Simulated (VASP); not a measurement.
## Mo: the relaxed cell at several levels

Which functional gives the lattice of Mo as experiment finds it, and is a dearer one worth its cost? The levels: PBE, LDA, r2SCAN and PBE + D3(BJ). The start is a cell from a database of measured crystal structures.

Calculated with VASP 6.6.1; PBE; plane waves and PAW (Mo_sv), in the first sound run; inputs show where later runs differ.

**What experiment says.**

“Anisotropic Resistivity Size Effect in Epitaxial Mo(001) and Mo(011) Layers” (2023, pmc:10052566) quotes from earlier work for Mo, body-centred cubic (bulk Mo, literature value): lattice constant a (cubic lattice constant, literature experiment) 3.147 Å [literature experimental value used as input for the DFT calculation; temperature not …].

Report form: the programs' logs are mostly left out.

## Step 1: Starting point

Before any relaxation, the start is as follows. The structure is cubic, space group Im-3m (No. 229). The conventional cell has a = 3.147 Å, b = 3.147 Å, c = 3.147 Å, α = 90.00°, β = 90.00°, γ = 90.00°. Mo has 8 Mo at 2.73 Å nearest.

As a file:

```
Mo
1.0
    -1.57342    1.57342    1.57342
     1.57342   -1.57342    1.57342
     1.57342    1.57342   -1.57342
Mo
1
Direct
  0.00000 0.00000 0.00000
```

## Step 2: Relaxation with PBE

The start need not lie at this functional's minimum. ISIF = 3 frees volume, shape and positions, and EDIFFG sets the threshold on forces and stress at which the search stops. PBE, the usual starting point, adds the gradient of the density.

File INCAR:

```
SYSTEM = Mo
PREC = Accurate
ENCUT = 520
EDIFF = 1E-06
NELM = 100
ISMEAR = -1
SIGMA = 0.05
LREAL = .FALSE.
ALGO = Normal
GGA = PE
NBANDS = 13
LASPH = .TRUE.
LORBIT = 11
LWAVE = .FALSE.
LCHARG = .FALSE.
KPAR = 2
IBRION = 2
NSW = 60
ISIF = 3
EDIFFG = -0.01
```

File POSCAR:

```
Mo
1.0
   -1.5734150000      1.5734150000      1.5734150000
    1.5734150000     -1.5734150000      1.5734150000
    1.5734150000      1.5734150000     -1.5734150000
Mo
1
Direct
    0.0000000000      0.0000000000      0.0000000000
```

File KPOINTS:

```
Automatic mesh
0
Gamma
10 10 10
0 0 0
```

Potentials, in the order of the species: Mo_sv (PBE family, release 64).

Run with:

```console
mpirun -np 2 vasp_std
```

Wall time 6.6 s (2 MPI ranks of AMD EPYC 9R45, shared host); peak memory 0.22 GiB; 12 s of CPU time.

The k-mesh is coarse for a metal. The run keeps the 48 symmetry operations of its start, so it cannot find a distortion of lower symmetry.

Step by step:

| step | energy less that of the first step (eV) | largest force (eV/Å) | pressure (GPa) | volume (Å³) |
| --- | --- | --- | --- | --- |
| 1 | 0.0000 | 0.0000 | 3.61 | 15.58 |
| 2 | 0.0139 | 0.0000 | -8.60 | 16.39 |
| 3 | -0.0024 | 0.0000 | -0.04 | 15.80 |

| conventional cell, symmetrised | before | after | change |
| --- | --- | --- | --- |
| a (Å) | 3.147 | 3.162 | +0.5 % |
| b (Å) | 3.147 | 3.162 | +0.5 % |
| c (Å) | 3.147 | 3.162 | +0.5 % |
| volume (Å³/atom) | 15.58 | 15.80 | +1.4 % |

Final coordinates:

```xyz
1
Lattice="-1.5808 1.5808 1.5808 1.5808 -1.5808 1.5808 1.5808 1.5808 -1.5808" Properties=species:S:1:pos:R:3 pbc="T T T"
Mo    0.0000    0.0000    0.0000
```

Numbers from this step:

| Property | Result |
| --- | --- |
| electrons | 14 |
| bands | 13 |
| irreducible k-points | 47 |
| symmetry operations | 48 |
| free energy (TOTEN) | -10.92 eV |
| energy at zero smearing | -10.92 eV |
| Fermi energy | 12.53 eV |
| pressure | -0.03789 GPa |
| metallic | yes |
| SCF cycles over all ionic steps | 25 |

It ends with forces that vanish by symmetry and a pressure of -0.04 GPa. The volume lies +1.4 % from that of the database's start. The conventional cell has a = 3.162 Å.

## Step 3: Relaxation with LDA

This step: LDA; plane waves and PAW (Mo_sv) (VASP 6.6.1).

LDA, the lowest rung, knows the local density alone.

INCAR: that of step 2 with these lines changed.

```diff
@@ -9,3 +9,3 @@
 ALGO = Normal
-GGA = PE
+GGA = CA
 NBANDS = 13
```

POSCAR is that of step 2.

KPOINTS is that of step 2.

Run with:

```console
mpirun -np 2 vasp_std
```

Elapsed: 6.6 s, on 2 MPI ranks; peak memory 0.21 GiB.

The PAW data sets were made with PBE, though LDA sets exist; this is a small mismatch.

The steps of the relaxation:

| step | energy less that of the first step (eV) | largest force (eV/Å) | pressure (GPa) | volume (Å³) |
| --- | --- | --- | --- | --- |
| 1 | 0.0000 | 0.0000 | -8.54 | 15.58 |
| 2 | 0.1072 | 0.0000 | 31.87 | 13.78 |
| 3 | -0.0133 | 0.0000 | -0.31 | 15.11 |
| 4 | -0.0133 | 0.0000 | -0.07 | 15.10 |

| conventional cell, symmetrised | before | after | change |
| --- | --- | --- | --- |
| a (Å) | 3.147 | 3.114 | -1.0 % |
| b (Å) | 3.147 | 3.114 | -1.0 % |
| c (Å) | 3.147 | 3.114 | -1.0 % |
| volume (Å³/atom) | 15.58 | 15.10 | -3.1 % |

The relaxed structure:

```cif
data_structure
_symmetry_space_group_name_H-M 'P 1'
_symmetry_Int_Tables_number 1
_cell_length_a 2.6968
_cell_length_b 2.6968
_cell_length_c 2.6968
_cell_angle_alpha 109.471
_cell_angle_beta 109.471
_cell_angle_gamma 109.471
_cell_volume 15.10
loop_
_atom_site_label
_atom_site_type_symbol
_atom_site_fract_x
_atom_site_fract_y
_atom_site_fract_z
_atom_site_occupancy
Mo1 Mo 0.00000 0.00000 0.00000 1
```

This step gave:

* free energy (TOTEN): -12.18 eV
* energy at zero smearing: -12.18 eV
* Fermi energy: 13.03 eV
* pressure: -0.07009 GPa
* SCF cycles over all ionic steps: 31

It ends at 15.10 Å³/atom, -3.1 % from the start, with -0.07 GPa left. The conventional cell has a = 3.114 Å.

## Step 4: Relaxation with r2SCAN

This step: r2SCAN; plane waves and PAW (Mo_sv) (VASP 6.6.1).

r2SCAN adds the kinetic-energy density, costs more than a GGA and is run with LASPH.

INCAR: that of step 3 with these lines changed.

```diff
@@ -9,5 +9,5 @@
 ALGO = Normal
-GGA = CA
+METAGGA = R2SCAN
+LASPH = .TRUE.
 NBANDS = 13
-LASPH = .TRUE.
 LORBIT = 11
```

POSCAR is that of step 3.

KPOINTS is that of step 3.

Run with:

```console
mpirun -np 2 vasp_std
```

Wall time 29 s (2 MPI ranks); peak memory 0.23 GiB.

The PAW data sets were made with PBE, which is usual practice but a small mismatch for other functionals.

The steps of the relaxation:

| step | energy less that of the first step (eV) | largest force (eV/Å) | pressure (GPa) | volume (Å³) |
| --- | --- | --- | --- | --- |
| 1 | 0.0000 | 0.0000 | 1.83 | 15.58 |
| 2 | 0.0038 | 0.0000 | -4.72 | 15.99 |
| 3 | -0.0006 | 0.0000 | 0.00 | 15.69 |

| conventional cell, symmetrised | before | after | change |
| --- | --- | --- | --- |
| a (Å) | 3.147 | 3.154 | +0.2 % |
| b (Å) | 3.147 | 3.154 | +0.2 % |
| c (Å) | 3.147 | 3.154 | +0.2 % |
| volume (Å³/atom) | 15.58 | 15.69 | +0.7 % |

Final coordinates:

```cif
data_structure
_symmetry_space_group_name_H-M 'P 1'
_symmetry_Int_Tables_number 1
_cell_length_a 2.7315
_cell_length_b 2.7315
_cell_length_c 2.7315
_cell_angle_alpha 109.471
_cell_angle_beta 109.471
_cell_angle_gamma 109.471
_cell_volume 15.69
loop_
_atom_site_label
_atom_site_type_symbol
_atom_site_fract_x
_atom_site_fract_y
_atom_site_fract_z
_atom_site_occupancy
Mo1 Mo 0.00000 0.00000 0.00000 1
```

It ends at 15.69 Å³/atom, +0.7 % from the start, with 0.00 GPa left. The conventional cell has a = 3.154 Å.

## Step 5: Relaxation with PBE + D3(BJ)

This step: PBE with D3(BJ); plane waves and PAW (Mo_sv) (VASP 6.6.1).

A dispersion term adds the long-range attraction that semilocal functionals lack. D3 with Becke-Johnson damping keeps a finite attraction at short range.

INCAR: that of step 4 with these lines changed.

```diff
@@ -9,5 +9,6 @@
 ALGO = Normal
-METAGGA = R2SCAN
+GGA = PE
+IVDW = 12
+NBANDS = 13
 LASPH = .TRUE.
-NBANDS = 13
 LORBIT = 11
```

POSCAR is that of step 4.

KPOINTS is that of step 4.

Run with:

```console
mpirun -np 2 vasp_std
```

The job ended after 6.6 s (2 MPI ranks; peak memory 0.24 GiB).

Dispersion corrections of this kind ignore metallic screening and tend to overbind metals.

The steps of the relaxation:

| step | energy less that of the first step (eV) | largest force (eV/Å) | pressure (GPa) | volume (Å³) |
| --- | --- | --- | --- | --- |
| 1 | 0.0000 | 0.0000 | -4.10 | 15.58 |
| 2 | 0.0215 | 0.0000 | 12.78 | 14.70 |
| 3 | -0.0031 | 0.0000 | -0.07 | 15.34 |

| conventional cell, symmetrised | before | after | change |
| --- | --- | --- | --- |
| a (Å) | 3.147 | 3.131 | -0.5 % |
| b (Å) | 3.147 | 3.131 | -0.5 % |
| c (Å) | 3.147 | 3.131 | -0.5 % |
| volume (Å³/atom) | 15.58 | 15.34 | -1.5 % |

Final coordinates:

```
Mo
1.0
    -1.56542    1.56542    1.56542
     1.56542   -1.56542    1.56542
     1.56542    1.56542   -1.56542
Mo
1
Direct
  0.00000 0.00000 0.00000
```

It ends at 15.34 Å³/atom, -1.5 % from the start, with -0.07 GPa left. The conventional cell has a = 3.131 Å. Against plain PBE, the dispersion term moves a by -1.0 %.

## Step 6: The cells as a table

This step: relaxed cells at several levels; plane waves and PAW (VASP 6.6.1).

Derived from the runs above.

Lengths are those of the conventional cell; cost is the wall time of each run, as given at its step, times its ranks, without the set-up around it. Results by level, by row:

| level | volume (Å³/atom) | change from the start (%) | a (Å) | cost (core minutes) |
| --- | --- | --- | --- | --- |
| PBE | 15.8 | 1.4 | 3.162 | 0.22 |
| LDA | 15.1 | -3.1 | 3.114 | 0.22 |
| r2SCAN | 15.69 | 0.7 | 3.154 | 0.967 |
| PBE + D3(BJ) | 15.34 | -1.5 | 3.131 | 0.22 |

## Step 7: What came out

| Quantity | Value |
| --- | --- |
| volume, PBE | 15.80 Å³/atom |
| volume, LDA | 15.10 Å³/atom |
| volume, r2SCAN | 15.69 Å³/atom |
| volume, PBE + D3(BJ) | 15.34 Å³/atom |

**Reading.** For Mo the levels give volumes between 15.10 Å³/atom (LDA) and 15.80 Å³/atom (PBE), a spread of 4.7 %, while the cost of the finished runs spans a factor of 4.4. Within 1 % of experiment on every length: PBE, r2SCAN and PBE + D3(BJ). The nearest, r2SCAN, took 4.4 times the core time of PBE and lowers the largest miss from 0.46 to 0.23 %. Thermal and zero-point expansion, often some tenths of a per cent in length, bear on this order: with the measured lengths lowered by an assumed 0.4 % the nearest becomes PBE + D3(BJ). The costs hold the number of ionic steps as well as the price of the functional. Adding D3(BJ) to PBE changes the volume by -2.9 % (a by -1.0 %). Pairwise corrections of the D and TS kind ignore the screening in a metal, so they may overbind here. Within 0.02 Å all end in space group Im-3m; the runs can't lower the symmetry of the start. The k-sampling is coarse for a metal, so the Fermi level, pressures and the shape of the cell carry errors. Each is a single relaxation on the plane waves of the start cell, so larger changes of volume carry a basis-set error that was not tested here.

Computed beside measured:

```
              quantity  measured             PBE             LDA          r2SCAN    PBE + D3(BJ)
lattice constant a (Å)     3.147  3.162 (+0.5 %)  3.114 (-1.0 %)  3.154 (+0.2 %)  3.131 (-0.5 %)
```

Measured values from pmc:10052566 (2023).

**Verdict.** For the lattice constant a, of the levels listed nearest comes r2SCAN (+0.2 %, good agreement) and farthest LDA (-1.0 %, fair agreement). The grades are ours: good and fair within 0.7 and 1.5 % for the lattice constant a. Zero-point motion and thermal expansion are not in the computed lattice constants.

[Lines on the potential files, build, host, timing and source positions are cut from VASP's logs without a mark.]

[Logs are printed without paths, hosts, clocks, repeated set-up lines and the standing remarks that a program may print on its own settings, such as how far it seeks lower states.]

[Hosts, paths, dates, database ids (printed as entryN), source tags and the programs' standing remarks are cut or masked in the printed files.]

[A measured line is paired with the nearest computed mode of its activity, which favours agreement.]
